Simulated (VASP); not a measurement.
The input files of a VASP run:

**INCAR**
```
# general
SYSTEM =IrO2
PREC   =Accurate
ENCUT  =620   # plane-wave cut-off (eV)
LREAL  =.FALSE.
LASPH  =.TRUE.   # aspherical one-centre terms

# electronic loop
EDIFF  =1E-6   # SCF stop (eV)
NELM   =100
ALGO   =Normal
LMAXMIX=6   # l cut-off of mixed one-centre charges

# smearing
ISMEAR =1
SIGMA  =0.1   # width (eV)

# functional
GGA    =PE

# ions
IBRION =2   # conjugate gradients
NSW    =40
ISIF   =3
EDIFFG =-0.02   # ionic stop
PSTRESS=100   # kbar

# output
LWAVE  =.FALSE.
LCHARG =.FALSE.
```

KPOINTS:
```
kpoints
0
gamma
7 7 10
0 0 0
```

**POSCAR**
```
IrO2
1
    4.4755593235    -0.0000000000     0.0000000000
   -0.0000000000     4.4755593235     0.0000000000
    0.0000000000     0.0000000000     3.1682757612
Ir O
2 4
Direct
  0.0000000000   0.0000000000   0.0000000000
  0.5000000000   0.5000000000   0.5000000000
  0.3087952961   0.3087952961   0.0000000000
  0.8087952961   0.1912047039   0.5000000000
  0.1912047039   0.8087952961   0.5000000000
  0.6912047039   0.6912047039   1.0000000000
```

POTCAR, in this order: Ir O (PBE.64 set). Program: vasp_std.

Question: Translate this PBE calculation to Ansatz.

Answer: One equivalent input (not run):
Ansatz 0.2 input:
```yaml
crystal:
  lattice:
    - [4.4755593, 0.0000000, 0.0000000]
    - [0.0000000, 4.4755593, 0.0000000]
    - [0.0000000, 0.0000000, 3.1682758]
  atoms:
    - { symbol: Ir, position: [0.0000000, 0.0000000, 0.0000000] }
    - { symbol: Ir, position: [0.5000000, 0.5000000, 0.5000000] }
    - { symbol: O, position: [0.3087953, 0.3087953, 0.0000000] }
    - { symbol: O, position: [0.8087953, 0.1912047, 0.5000000] }
    - { symbol: O, position: [0.1912047, 0.8087953, 0.5000000] }
    - { symbol: O, position: [0.6912047, 0.6912047, 1.0000000] }
kpoints:
  mp_grid: { grid: [7, 7, 10] }
hamiltonian:
  xc: pbe
  pseudopotentials: { kind: paw }
scf:
  occupations: { method: methfessel_paxton, width: 0.1 }
  max_iter: 100
relax:
  max_steps: 40
  f_tol: 0.02
  cell: { p_target: 10 }
output: { forces: true, stress: true, eigenvalues: true }
```
What does not carry over: each code has its own PAW files, so the cut-off isn't converted (ENCUT is set for VASP's; basis.ecutwfc is left out, and Ansatz then takes the one that its files recommend); Ansatz stops its SCF on the density residual and VASP on the energy change (EDIFF).

The compound is IrO2 in the rutile structure. It was relaxed first under an external pressure of 10 GPa.
